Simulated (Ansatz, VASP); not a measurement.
# Cross-check of Si26C27 (V_Si) between VASP and Ansatz, part 2 of 2

One calculation is typed for both programs; each brings its own data sets. How far apart do they land? The cell is taken from a series of runs on this material, whose earlier steps may have relaxed, scaled, displaced or heated it; both programs get it as it stands.

VASP 6.6.1 and Ansatz 0.2.0.

So far: The structure; Ansatz: single point, HSE06.

In doubt: a hybrid run on one k-point (step 2), which bears on gaps, levels and energies.

### Step 3. VASP: single point, HSE06

Level of this step: HSE06, spin-polarised from a ferromagnetic start; plane waves and PAW (Si, C) (VASP).

The same cell, functional and mesh now go to VASP, with its own data sets.

Lines of VASP's logs that name or quote its potential files are left out, and so is its time.

The run reads the wave functions of an earlier VASP run, which isn't shown here.

INCAR reads:

```
SYSTEM = Si26C27
PREC = Accurate
ENCUT = 520
EDIFF = 1E-06
NELM = 100
ISMEAR = 0
SIGMA = 0.01
LREAL = Auto
ALGO = Normal
LHFCALC = .TRUE.
AEXX = 0.25
GGA = PE
HFSCREEN = 0.208
LASPH = .TRUE.
NELECT = 213
NBANDS = 143
ISPIN = 2
MAGMOM = 0 0 -0 0 -0 -0 -0 -0 -0 -0 -0 -0 -0 -0 -0 -0 -0 -0 0 -0 0 0 -0 -0 -0 -0 0 0 0 0 0 0 0 0 0.37 0.06 0 0.06 0 0 0.37 0.06 0.37 0.37 0 0 0.06 0 0 0 0.06 0 0.06
PRECFOCK = Fast
LORBIT = 11
LWAVE = .FALSE.
LCHARG = .FALSE.
ISIF = 2
NUPDOWN = 3
```

POSCAR reads:

```
Si26C27
1.0
    0.0000000000      6.5353670933      6.5353670933
    6.5353670933      0.0000000000      6.5353670933
    6.5353670933      6.5353670933      0.0000000000
Si C
26 27
Direct
    0.9993414781      0.9993016622      0.0003002549
    0.9995577461      0.9992567167      0.3344082780
    0.0010292186      0.9983548109      0.6670283465
    0.9995722161      0.3334389609      0.0002691670
    0.9991565774      0.3330373590      0.3340429432
    0.9991412664      0.3329706003      0.6675660279
    0.0010968345      0.6660236978      0.9993232384
    0.9991449746      0.6665007459      0.3339758962
    0.0004744729      0.6662587474      0.6672488403
    0.3330751447      0.9991284358      0.0001723983
    0.3321230609      0.9983082242      0.3359781088
    0.3321051667      0.9985293111      0.6669866744
    0.3321670323      0.3348858816      0.9993852931
    0.3326865273      0.3329136789      0.3340332137
    0.3324010792      0.3343088936      0.6673044274
    0.3321362158      0.6658932766      0.9995576712
    0.3323851545      0.6662145082      0.3353097942
    0.6654596373      0.9993364543      0.0003570231
    0.6654671715      0.9993015802      0.3341936606
    0.6652938493      0.9991862881      0.6679362009
    0.6654644973      0.3331820203      0.0003230952
    0.6653835854      0.3334462117      0.3344277455
    0.6644977389      0.3349683524      0.6670390565
    0.6653107867      0.6669392552      0.0001451978
    0.6644864003      0.6660361265      0.3359192520
    0.6647386953      0.6659729099      0.6669544320
    0.0825864186      0.0832953422      0.0842575017
    0.0826899626      0.0838265229      0.4176061059
    0.0824863114      0.0838010728      0.7506255616
    0.0827374226      0.4165933270      0.0848241095
    0.0827982804      0.4166060429      0.4176822168
    0.0826943624      0.4165496038      0.7506640043
    0.0824958070      0.7496232760      0.0847983698
    0.0826594374      0.7496587302      0.4175299070
    0.0590639502      0.7576719226      0.7586431565
    0.4154080328      0.0835597723      0.0846428163
    0.4158055763      0.0837358437      0.4173443914
    0.4153784529      0.0832635681      0.7502721884
    0.4158037614      0.4162554595      0.0848658281
    0.4157738144      0.4165165576      0.4175785396
    0.4238168174      0.3928660907      0.7587160159
    0.4154007711      0.7492193702      0.0842657391
    0.4238144583      0.7576534036      0.3938316240
    0.4246810556      0.7584371637      0.7595063732
    0.7492997082      0.0831270509      0.0841349610
    0.7494004992      0.0832915664      0.4174539460
    0.7496929336      0.0836301451      0.7503226945
    0.7494143781      0.4164617052      0.0842798821
    0.7499361965      0.4166112068      0.4176153631
    0.7499897347      0.4163237410      0.7506528545
    0.7497666403      0.7492891158      0.0845787437
    0.7499827763      0.7496268670      0.4173169347
    0.7494325397      0.7492888899      0.7502366457
```

KPOINTS reads:

```
Automatic mesh
0
Gamma
1 1 1
0 0 0
```

Potentials, in the order of the species: Si and C (PBE family, release 64).

Run with:

```sh
$ export OMP_NUM_THREADS=4
$ mpirun -np 1 vasp_gam
```

Numbers of over 12 decimals in the logs are rounded to 6 here.

What it wrote:

```text
[banner, memory and clock lines left out]
running    1 mpi-ranks, on    1 nodes
[...]
Offloading initialized ...    1 GPUs detected
[...]
LDA part: xc-table for (Slater+PW92), standard interpolation
 found WAVECAR, reading the header
 POSCAR, INCAR and KPOINTS ok, starting setup
[...]
reading WAVECAR
 the WAVECAR file was read successfully
 initial charge from wavefunction
 entering main loop
       N       E                     dE             d eps       ncg     rms          rms(c)
DAV:   1    -0.437634374347E+03   -0.43763E+03   -0.82689E+00   600   0.748E+00    0.137E+01
DAV:   2    -0.437695935024E+03   -0.61561E-01   -0.25473E-01   624   0.122E+00    0.999E+00
DAV:   3    -0.437684451947E+03    0.11483E-01   -0.14780E-02   648   0.304E-01    0.587E+00
DAV:   4    -0.437679884383E+03    0.45676E-02   -0.27008E-03   625   0.120E-01    0.339E+00
[...]
DAV:   9    -0.437677640111E+03    0.13741E-04   -0.71129E-06   625   0.760E-03    0.205E-01
DAV:  10    -0.437677636974E+03    0.31369E-05   -0.19091E-06   377   0.406E-03    0.118E-01
DAV:  11    -0.437677636865E+03    0.10906E-06   -0.89327E-07   321   0.287E-03
   1 F= -.43767764E+03 E0= -.43767764E+03  d E =-.658393E-15  mag=     3.0000
```

OUTCAR, selected parts (step 3):

```text
  FREE ENERGIE OF THE ION-ELECTRON SYSTEM (eV)
  ---------------------------------------------------
  free  energy   TOTEN  =      -437.6776368651 eV

  energy  without entropy=     -437.6776368651  energy(sigma->0) =     -437.67763687

 magnetization (x)
# of ion       s       p       d       tot
------------------------------------------
    1       -0.000   0.000   0.000   0.000
    2       -0.000   0.000   0.000   0.000
    3       -0.003  -0.005   0.000  -0.008
    4       -0.000   0.000   0.000   0.000
    5       -0.001  -0.001   0.000  -0.001
    6       -0.001  -0.001   0.000  -0.001
    7       -0.003  -0.005   0.000  -0.008
    8       -0.001  -0.001   0.000  -0.001
    9       -0.003  -0.005   0.000  -0.008
   10       -0.001  -0.001   0.000  -0.002
   11       -0.003  -0.005   0.000  -0.008
   12       -0.003  -0.005   0.000  -0.009
   13       -0.003  -0.005   0.000  -0.008
[...]
--------------------------------------------------
tot          0.077   1.518   0.000   1.595
```

The run ends at a pressure of 3.64 GPa, with forces up to 0.38 eV/Å.

### Step 4. Comparison

Known differences besides the potentials themselves: exact exchange at q = 0 is treated differently, which shows on coarse meshes; VASP keeps PBE cores, Ansatz makes them for the functional; fixed occupations in Ansatz, narrow Gaussian smearing in VASP; the cutoff is 420 eV in Ansatz and 520 eV in VASP (PREC = Accurate, projectors in real space); VASP takes a coarser grid for exact exchange (PRECFOCK = Fast); site moments are counted in spheres of each program's own size. Total energies have different zeros and are not compared.

The two programs side by side:

```
                             quantity  Ansatz  VASP  difference
total moment, fixed by the input (μB)    3.00  3.00        0.00
                   moment on C44 (μB)    0.37  0.35       +0.02
                   moment on C43 (μB)    0.37  0.35       +0.02
                   moment on C35 (μB)    0.37  0.35       +0.02
                   moment on C41 (μB)    0.37  0.35       +0.02
                   moment on C47 (μB)    0.06  0.05       +0.01
                   moment on C38 (μB)    0.06  0.05        0.00
                   moment on C36 (μB)    0.06  0.05       +0.01
                   moment on C42 (μB)    0.06  0.05        0.00
```

Forces on 7 of the 53 atoms, those with the largest forces and the largest differences (eV/Å; atoms numbered as in POSCAR):

```csv
atom,"Ansatz x, y, z","VASP x, y, z"
Si10,"0.128, 0.075, 0.075","0.129, 0.074, 0.075"
Si20,"0.076, 0.074, 0.126","0.076, 0.072, 0.126"
Si24,"0.077, 0.128, 0.075","0.076, 0.128, 0.072"
C35,"0.156, -0.237, -0.237","0.164, -0.247, -0.242"
C39,"-0.065, -0.136, -0.043","-0.060, -0.139, -0.048"
C41,"-0.236, 0.156, -0.233","-0.237, 0.166, -0.245"
C43,"-0.234, -0.234, 0.154","-0.236, -0.247, 0.165"
```

The forces differ by 3.9 meV/Å r.m.s., which is 4.5 % of the r.m.s. force of 0.087 eV/Å (both taken over all components). The cell carries a charge of -1 e against a uniform background, so its pressure also hangs on how the neutralising background is counted, and in a defect's cell a gap may be the spacing between its levels.

### Step 5. Results

```yaml
r_m_s_force_difference_single_point_hse06: 3.9 meV/Å
```

In words: The r.m.s. force difference is 3.9 meV/Å (single point, HSE06), within the 12 meV/Å picked in this series as the mark of a large difference. How closely two codes agree says nothing of how well the functional describes the real material.

[Lines on the potential files, build, host, timing and source positions are cut from VASP's logs without a mark.]

[Logs are printed without paths, hosts, clocks, repeated set-up lines and the standing remarks that a program may print on its own settings, such as how far it seeks lower states.]

[Hosts, paths, dates, database ids (printed as entryN), source tags and the programs' standing remarks are cut or masked in the printed files.]
